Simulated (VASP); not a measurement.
```
AlN
1.0
    1.58610    -2.74721     0.00000
    1.58610     2.74721     0.00000
    0.00000     0.00000     5.07960
Al N
2 2
Direct
  0.66667   0.33333   0.50000
  0.33333   0.66667   0.00000
  0.66667   0.33333   0.88200
  0.33333   0.66667   0.38200
```

The base run (VASP): PBE GGA, plane waves, VASP's PBE PAW potentials (set 64). Run with 520 eV cut-off, 7×7×4 Γ-centred mesh, Gaussian smearing of 0.050 eV, potentials Al N.

One setting is varied; ΔE counts from the most expensive setting. The base run took about 6 core-seconds. Times come from single runs on busy shared machines, so they are rough: good to a factor of about 2.

Pressures at a finite cut-off, here 520 eV, hold a Pulay part, which wasn't tested here.

```
setting                                                  cost over the base run  electronic steps  ΔE (meV/atom)  pressure (GPa)
-------------------------------------------------------  ----------------------  ----------------  -------------  --------------
KGAMMA = .TRUE., KSPACING = 0.8, KPOINTS file removed      within a factor of 2                14           46.0           -7.23
KGAMMA = .TRUE., KSPACING = 0.6, KPOINTS file removed      within a factor of 2                13            8.3           -7.26
KGAMMA = .FALSE., KSPACING = 0.35, KPOINTS file removed    within a factor of 2                13            0.1           -7.23
KGAMMA = .TRUE., KSPACING = 0.4, KPOINTS file removed      within a factor of 2                13            0.4           -7.24
base run                                                              reference                13            0.1           -7.23
KGAMMA = .FALSE., KSPACING = 0.25, KPOINTS file removed           about 2 times                13            0.0           -7.23
```

Left out are runs that failed, have no time on record or changed the cell.

The compound is AlN in the wurtzite structure. The cell was not relaxed at this level.
